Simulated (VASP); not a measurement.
Level of theory: PBEsol GGA, VASP's PBE PAW potentials (set 64) (plane waves; VASP).

VASP input:

POSCAR:
```
Cs
1.0
 -3.0021483602   3.0021483602   3.0021483602
  3.0021483602  -3.0021483602   3.0021483602
  3.0021483602   3.0021483602  -3.0021483602
Cs
1
Cart
  0.0000000000   0.0000000000   0.0000000000
```

INCAR:
```
ALGO=Normal
LMAXMIX=4   ! l cut-off of mixed one-centre charges
LWAVE=F
ISIF=3   ! ions, shape and volume
GGA=PS
LCHARG=F
ENCUT=480
SYSTEM=Cs
NELM=100
EDIFFG=-0.01   ! ionic stop
PREC=Accurate
LASPH=T   ! aspherical one-centre terms
IBRION=2
NSW=60
ISMEAR=1   ! Methfessel-Paxton
EDIFF=1E-6   ! SCF stop (eV)
SIGMA=0.1   ! width (eV)
LREAL=F   ! projection in real space or not
```

File KPOINTS:
```
K-points
0
gamma
8 8 8
0 0 0
```

POTCAR, in this order: Cs_sv (PBE.64 set). Program: vasp_std.

The resulting files:

**OSZICAR**
```
       N       E                     dE             d eps       ncg     rms          rms(c)
DAV:   1     0.537824803178E+02    0.53782E+02   -0.29862E+03   464   0.747E+02
DAV:   2     0.340611185208E+01   -0.50376E+02   -0.48689E+02   624   0.122E+02
DAV:   3    -0.887541870105E+00   -0.42937E+01   -0.42933E+01   504   0.447E+01
DAV:   4    -0.936172573607E+00   -0.48631E-01   -0.48631E-01   808   0.566E+00
DAV:   5    -0.936271024362E+00   -0.98451E-04   -0.98449E-04   592   0.163E-01    0.130E-01
DAV:   6    -0.935952132926E+00    0.31889E-03   -0.12432E-03   776   0.206E-01    0.898E-02
DAV:   7    -0.936132135980E+00   -0.18000E-03   -0.31305E-03   624   0.348E-01    0.337E-02
DAV:   8    -0.936190063810E+00   -0.57928E-04   -0.10069E-04   584   0.868E-02    0.528E-03
DAV:   9    -0.936191310582E+00   -0.12468E-05   -0.24021E-06   808   0.101E-02    0.277E-03
DAV:  10    -0.936190895083E+00    0.41550E-06   -0.61082E-07   504   0.496E-03
   1 F= -.93619090E+00 E0= -.93520358E+00  d E =-.936191E+00
```

OUTCAR:
```
------------------------ aborting loop because EDIFF is reached ----------------------------------------
  FORCE on cell =-STRESS in cart. coord.  units (eV):
  Direction    XX          YY          ZZ          XY          YZ          ZX
  --------------------------------------------------------------------------------------
  Total        0.0021312      0.0021312      0.0021312     -0.0000000      0.0000000      0.0000000
  in kB        0.0315481      0.0315481      0.0315481     -0.0000000      0.0000000      0.0000000
  external PRESSURE =       0.0315481 kB  Pullay stress =       0.0000000 kB
  volume of cell :      108.23
      direct lattice vectors                 reciprocal lattice vectors
    -3.002148360  3.002148360  3.002148360     0.000000000  0.166547399  0.166547399
     3.002148360 -3.002148360  3.002148360     0.166547399  0.000000000  0.166547399
     3.002148360  3.002148360 -3.002148360     0.166547399  0.166547399  0.000000000
 POSITION                                       TOTAL-FORCE (eV/Angst)
 -----------------------------------------------------------------------------------
      0.00000      0.00000      0.00000         0.000000     -0.000000      0.000000
 -----------------------------------------------------------------------------------
    total drift:                                0.000000     -0.000000      0.000000
  FREE ENERGIE OF THE ION-ELECTRON SYSTEM (eV)
  ---------------------------------------------------
  free  energy   TOTEN  =        -0.9361908951 eV

  energy  without entropy=       -0.9332289491  energy(sigma->0) =       -0.93520358

 reached required accuracy - stopping structural energy minimisation
```
(Selected blocks of OUTCAR.)

The compound is Cs in the bcc structure. It was relaxed first. The start is the result of an earlier pass.
